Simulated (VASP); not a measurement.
The cell holds one KBr (rock salt) (100) slab, with vacuum along c, ions free to move until forces fall under 0.03 eV/Å, no reconstruction beyond this cell, dipole correction on. Ionisation potential and electron affinity count from the cell's own band edges, surface states included.

Here is the system:

```xyz
8
Lattice="4.6702 0.0000 0.0000 0.0000 4.6702 0.0000 0.0000 0.0000 28.2199" Properties=species:S:1:pos:R:3 pbc="T T T"
K      0.0000     2.3351     9.1779
K      2.3351     0.0000    12.4541
K      0.0000     2.3351    15.7658
K      2.3351     0.0000    19.0420
Br     0.0000     2.3351    12.4499
Br     2.3351     0.0000     9.1377
Br     0.0000     2.3351    19.0822
Br     2.3351     0.0000    15.7700
```

Method: r2SCAN meta-GGA, VASP's PBE PAW potentials (set 64) (plane waves; VASP). Run with 400 eV cut-off, 5×5×1 Γ-centred mesh, Gaussian smearing of 0.050 eV, potentials K_sv Br.

Slab and bulk use different k-meshes, so the surface energy is good to a few per cent at best.

| Property | Result |
|---|---|
| surface energy | 0.13 J/m^2 |
| ionisation potential | 6.25 eV |
| electron affinity | 1.13 eV |
| band gap (on the k-mesh) | 5.11 eV |

The cell is a thin slab with vacuum, built from KBr (rock salt): (100) face.
